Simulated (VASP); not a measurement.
Computed with r2SCAN meta-GGA, VASP's PBE PAW potentials (set 64) (plane waves; VASP).

VASP input:

INCAR:
```
SYSTEM = LiCl
PREC = Accurate
ENCUT = 600
EDIFF = 1E-7
NELM = 100
ALGO = Normal
LREAL = .FALSE.
LASPH = .TRUE.
ISMEAR = 0
SIGMA = 0.05
METAGGA = R2SCAN
LMIXTAU = .TRUE.
LWAVE = .FALSE.
LCHARG = .FALSE.
ISIF = 3
IBRION = 2
NSW = 40
EDIFFG = -0.01
PSTRESS = 50
```

File KPOINTS:
```
Automatic mesh
0
Gamma
8 8 8
0 0 0
```

**POSCAR**
```
LiCl
1.0
  0.0000000000   2.5458048417   2.5458048417
  2.5458048417   0.0000000000   2.5458048417
  2.5458048417   2.5458048417   0.0000000000
Li Cl
1 1
Cart
  0.0000000000   0.0000000000   0.0000000000
  2.5458048417   2.5458048417   2.5458048417
```

POTCAR, in this order: Li_sv Cl (PBE.64 set). Program: vasp_std.

Question: What will the output report for the number of irreducible k-points (NKPTS), number of bands (NBANDS), largest plane-wave count, number of space-group operations, FFT grid (NGX, NGY, NGZ)?

Answer: 
```json
{
  "number of irreducible k-points (NKPTS)": "29",
  "number of bands (NBANDS)": "9",
  "largest_plane_wave_count": "1124",
  "number_of_space_group_operations": "48",
  "FFT grid (NGX, NGY, NGZ)": "30 × 30 × 30"
}
```

The compound is LiCl in the rock salt structure. This run relaxes it under an external pressure of 5 GPa. Symmetry was kept, so distortions that lower it aren't found.
